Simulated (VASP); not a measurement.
A VASP calculation is set up with these files.

### INCAR
```
SYSTEM = GeSe
PREC = Accurate
ENCUT = 400
EDIFF = 1E-6
NELM = 100
ALGO = Normal
LREAL = .FALSE.
LASPH = .TRUE.
ISMEAR = 0
SIGMA = 0.05
GGA = PE
LMAXMIX = 4
LWAVE = .FALSE.
LCHARG = .TRUE.
```

**POSCAR**
```
GeSe
1
   11.2767185662     0.0000000000     0.0000000000
    0.0000000000     3.9050367503     0.0000000000
    0.0000000000     0.0000000000     4.4624119886
Ge Se
4 4
Direct
  0.1295142521   0.2500000000   0.1167763940
  0.3704857479   0.7500000000   0.6167763940
  0.8704857479   0.7500000000   0.8832236060
  0.6295142521   0.2500000000   0.3832236060
  0.8536660326   0.2500000000   0.4968955828
  0.6463339674   0.7500000000   0.9968955828
  0.1463339674   0.7500000000   0.5031044172
  0.3536660326   0.2500000000   0.0031044172
```

KPOINTS:
```
Automatic mesh
0
Gamma
2 5 5
0 0 0
```

POTCAR, in this order: Ge_d Se (PBE.64 set). Program: vasp_std.

### Question
Translate this PBE calculation to Quantum ESPRESSO's pw.x.

### Answer
One equivalent input (not run):
```
&CONTROL
  calculation = 'scf'
  pseudo_dir = './pseudo'
  outdir = './out'
  tprnfor = .true.
  tstress = .true.
/
&SYSTEM
  ibrav = 0
  nat = 8
  ntyp = 2
  ecutwfc = 86
  occupations = 'smearing'
  smearing = 'gaussian'
  degauss = 0.003675
  input_dft = 'pbe'
/
&ELECTRONS
  conv_thr = 7.3e-08
  electron_maxstep = 100
/
ATOMIC_SPECIES
  Ge 72.630 Ge.upf
  Se 78.971 Se.upf
CELL_PARAMETERS angstrom
    11.2767186    0.0000000    0.0000000
     0.0000000    3.9050368    0.0000000
     0.0000000    0.0000000    4.4624120
ATOMIC_POSITIONS crystal
  Ge   0.1295143  0.2500000  0.1167764
  Ge   0.3704857  0.7500000  0.6167764
  Ge   0.8704857  0.7500000  0.8832236
  Ge   0.6295143  0.2500000  0.3832236
  Se   0.8536660  0.2500000  0.4968956
  Se   0.6463340  0.7500000  0.9968956
  Se   0.1463340  0.7500000  0.5031044
  Se   0.3536660  0.2500000  0.0031044
K_POINTS automatic
  2 5 5 0 0 0
```
Limits of the translation: the potentials are each code's own (VASP's PAW set, PseudoDojo norm-conserving files in pw.x), so ENCUT and ecutwfc are chosen apart and not converted; conv_thr bounds pw.x's estimated SCF error, while EDIFF bounds the energy change between steps.

The structure was generated: GeSe was put into the GeS type (Pnma), which need not be its known phase. It was relaxed first.
